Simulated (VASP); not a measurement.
Output of a VASP run:

File OSZICAR:
```
       N       E                     dE             d eps       ncg     rms          rms(c)
DAV:   1     0.132578786684E+04    0.13258E+04   -0.55628E+04   896   0.961E+02
DAV:   2     0.113173880609E+03   -0.12126E+04   -0.11719E+04  1029   0.288E+02
DAV:   3    -0.609502148917E+02   -0.17412E+03   -0.17328E+03  1128   0.134E+02
DAV:   4    -0.661426359664E+02   -0.51924E+01   -0.51816E+01   952   0.298E+01
DAV:   5    -0.663886160641E+02   -0.24598E+00   -0.24589E+00  1144   0.546E+00    0.747E+00
DAV:   6    -0.634761385107E+02    0.29125E+01   -0.47635E+00  1216   0.104E+01    0.432E+00
DAV:   7    -0.632160771879E+02    0.26006E+00   -0.25011E+00  1135   0.421E+00    0.214E+00
DAV:   8    -0.632644466409E+02   -0.48369E-01   -0.30598E-01  1064   0.216E+00    0.533E-01
DAV:   9    -0.632645486325E+02   -0.10199E-03   -0.42515E-02  1087   0.773E-01    0.196E-01
DAV:  10    -0.632667231366E+02   -0.21745E-02   -0.62966E-03   992   0.205E-01    0.122E-01
DAV:  11    -0.632679137620E+02   -0.11906E-02   -0.12341E-03  1047   0.126E-01    0.218E-02
DAV:  12    -0.632679391550E+02   -0.25393E-04   -0.56316E-05  1160   0.336E-02    0.141E-02
DAV:  13    -0.632679531633E+02   -0.14008E-04   -0.41274E-05   864   0.175E-02    0.611E-03
DAV:  14    -0.632679521330E+02    0.10302E-05   -0.46618E-06   848   0.714E-03    0.295E-03
DAV:  15    -0.632679528138E+02   -0.68075E-06   -0.14867E-06   615   0.350E-03
   1 F= -.63267953E+02 E0= -.63267953E+02  d E =-.202608E-73
```

### OUTCAR
```
------------------------ aborting loop because EDIFF is reached ----------------------------------------
  FORCE on cell =-STRESS in cart. coord.  units (eV):
  Direction    XX          YY          ZZ          XY          YZ          ZX
  --------------------------------------------------------------------------------------
  Total       -2.0777374      2.1791137     -1.5450770      0.0000000      0.0000000      0.0000000
  in kB       -3.9131729      4.1041033     -2.9099700      0.0000000      0.0000000      0.0000000
  external PRESSURE =      -0.9063465 kB  Pullay stress =       0.0000000 kB
  volume of cell :      850.69
      direct lattice vectors                 reciprocal lattice vectors
     8.580658000  0.000000000  0.000000000     0.116541179  0.000000000  0.000000000
     0.000000000 12.057094000  0.000000000     0.000000000  0.082938725  0.000000000
     0.000000000  0.000000000  8.222596000     0.000000000  0.000000000  0.121616093
 POSITION                                       TOTAL-FORCE (eV/Angst)
 -----------------------------------------------------------------------------------
      3.77412      3.01427      4.27123        -0.003856      0.000000     -0.029095
      4.80654      9.04282      3.95137         0.003856      0.000000      0.029095
      0.51621      9.04282      0.15993         0.003856     -0.000000     -0.029095
      8.06445      3.01427      8.06267        -0.003856      0.000000      0.029095
      0.00000      6.02855      4.11130         0.000000      0.000000     -0.000000
      4.29033      6.02855      0.00000         0.000000      0.000000     -0.000000
      4.29033      0.00000      0.00000         0.000000      0.000000     -0.000000
      0.00000      0.00000      4.11130         0.000000      0.000000     -0.000000
      8.52694      9.04282      4.60194        -0.047333      0.000000      0.163141
      0.05371      3.01427      3.62066         0.047333      0.000000     -0.163141
      4.34404      3.01427      0.49064         0.047333     -0.000000      0.163141
      4.23661      9.04282      7.73195        -0.047333      0.000000     -0.163141
      1.72488      0.38221      6.60102        -0.000965     -0.002528     -0.008112
      6.85577     11.67488      1.62158         0.000965      0.002528      0.008112
      2.56545     11.67488      2.48972         0.000965      0.002528     -0.008112
      6.01521      0.38221      5.73288        -0.000965     -0.002528      0.008112
      6.01521      5.64634      5.73288        -0.000965      0.002528      0.008112
      2.56545      6.41076      2.48972         0.000965     -0.002528     -0.008112
      6.85577      6.41076      1.62158         0.000965     -0.002528      0.008112
      1.72488      5.64634      6.60102        -0.000965      0.002528     -0.008112
 -----------------------------------------------------------------------------------
    total drift:                                0.000000      0.000000      0.000000
  FREE ENERGIE OF THE ION-ELECTRON SYSTEM (eV)
  ---------------------------------------------------
  free  energy   TOTEN  =       -63.2679528138 eV

  energy  without entropy=      -63.2679528138  energy(sigma->0) =      -63.26795281
```
(Selected blocks of OUTCAR.)

**POSCAR**
```
CsPbBr3
1
    8.5806580000     0.0000000000     0.0000000000
    0.0000000000    12.0570940000     0.0000000000
    0.0000000000     0.0000000000     8.2225960000
Cs Pb Br
4 4 12
Direct
  0.4398400000   0.2500000000   0.5194500000
  0.5601600000   0.7500000000   0.4805500000
  0.0601600000   0.7500000000   0.0194500000
  0.9398400000   0.2500000000   0.9805500000
  0.0000000000   0.5000000000   0.5000000000
  0.5000000000   0.5000000000   0.0000000000
  0.5000000000   0.0000000000   0.0000000000
  0.0000000000   0.0000000000   0.5000000000
  0.9937400000   0.7500000000   0.5596700000
  0.0062600000   0.2500000000   0.4403300000
  0.5062600000   0.2500000000   0.0596700000
  0.4937400000   0.7500000000   0.9403300000
  0.2010200000   0.0317000000   0.8027900000
  0.7989800000   0.9683000000   0.1972100000
  0.2989800000   0.9683000000   0.3027900000
  0.7010200000   0.0317000000   0.6972100000
  0.7010200000   0.4683000000   0.6972100000
  0.2989800000   0.5317000000   0.3027900000
  0.7989800000   0.5317000000   0.1972100000
  0.2010200000   0.4683000000   0.8027900000
```

Question: Write an INCAR and KPOINTS that could have produced this output.

Answer: This is not unique; one that fits is the input of the run itself, PBE GGA, plane waves, VASP's PBE PAW potentials (set 64).

INCAR:
```
ALGO = Normal
EDIFF = 1E-6
ENCUT = 300
GGA = PE
ISIF = 2
ISMEAR = 0
LASPH = .True.
LCHARG = .False.
LMAXMIX = 4
LREAL = Auto
LWAVE = .False.
NELM = 100
PREC = Accurate
SIGMA = 0.01
SYSTEM = CsPbBr3
```

KPOINTS:
```
Automatic mesh
0
Gamma
2 1 2
0 0 0
```

POTCAR, in this order: Cs_sv Pb_d Br (PBE.64 set). Program: vasp_std.

At this cut-off the stress carries a Pulay error, which pulls relaxed volumes low.

The structure comes from a computed database's CsPbBr3 entry; how it stands against other phases isn't given here. The cell was not relaxed at this level. The k-mesh is coarse (spacing up to 0.52 per Å, 2π included), so the numbers may not be converged in it.
